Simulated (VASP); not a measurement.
A VASP calculation is set up with these files.

**INCAR**
```
! general
SYSTEM   =  HgS
PREC     =  Accurate
ENCUT    =  500   ! plane-wave cut-off (eV)
LREAL    =  F   ! projection in real space or not
LASPH    =  T   ! aspherical one-centre terms

! electronic loop
EDIFF    =  1E-6   ! SCF stop (eV)
NELM     =  100   ! most electronic steps
ALGO     =  Normal
LMAXMIX  =  6   ! l cut-off of mixed one-centre charges

! smearing
ISMEAR   =  1   ! Methfessel-Paxton
SIGMA    =  0.1

! functional
GGA      =  PE   ! PBE

! ions
IBRION   =  2   ! conjugate gradients
NSW      =  40   ! most ionic steps
ISIF     =  3
EDIFFG   =  -0.02   ! ionic stop
PSTRESS  =  450

! output
LWAVE    =  F
LCHARG   =  F
```

KPOINTS:
```
Automatic
0
G
  12 12 12
0 0 0
```

File POSCAR:
```
HgS
1
    0.0000000000     2.6563754396     2.6563754396
    2.6563754396     0.0000000000     2.6563754396
    2.6563754396     2.6563754396     0.0000000000
Hg S
1 1
Direct
  0.0000000000   0.0000000000   0.0000000000
  0.2500000000   0.2500000000   0.2500000000
```

POTCAR, in this order: Hg S (PBE.64 set). Program: vasp_std.

Translate this PBE calculation to Quantum ESPRESSO's pw.x.

One equivalent input (not run):
```
&CONTROL
  calculation = 'vc-relax'
  pseudo_dir = './pseudo'
  outdir = './out'
  tprnfor = .true.
  tstress = .true.
  nstep = 40
  forc_conv_thr = 0.00078
/
&SYSTEM
  ibrav = 0
  nat = 2
  ntyp = 2
  ecutwfc = 66
  occupations = 'smearing'
  smearing = 'methfessel-paxton'
  degauss = 0.00735
  input_dft = 'pbe'
/
&ELECTRONS
  conv_thr = 7.3e-08
  electron_maxstep = 100
/
&IONS
/
&CELL
  press = 450
/
ATOMIC_SPECIES
  Hg 200.592 Hg.upf
  S 32.060 S.upf
CELL_PARAMETERS angstrom
     0.0000000    2.6563754    2.6563754
     2.6563754    0.0000000    2.6563754
     2.6563754    2.6563754    0.0000000
ATOMIC_POSITIONS crystal
  Hg   0.0000000  0.0000000  0.0000000
  S    0.2500000  0.2500000  0.2500000
K_POINTS automatic
  12 12 12 0 0 0
```
What does not carry over: the potentials are each code's own (VASP's PAW set, PseudoDojo norm-conserving files in pw.x), so ENCUT and ecutwfc are chosen apart and not converted; conv_thr bounds pw.x's estimated SCF error, while EDIFF bounds the energy change between steps; forc_conv_thr acts on force components and is met together with etot_conv_thr.

The compound is HgS in the zinc blende structure, metacinnabar; cinnabar is the stable form. It was relaxed first under an external pressure of 45 GPa.
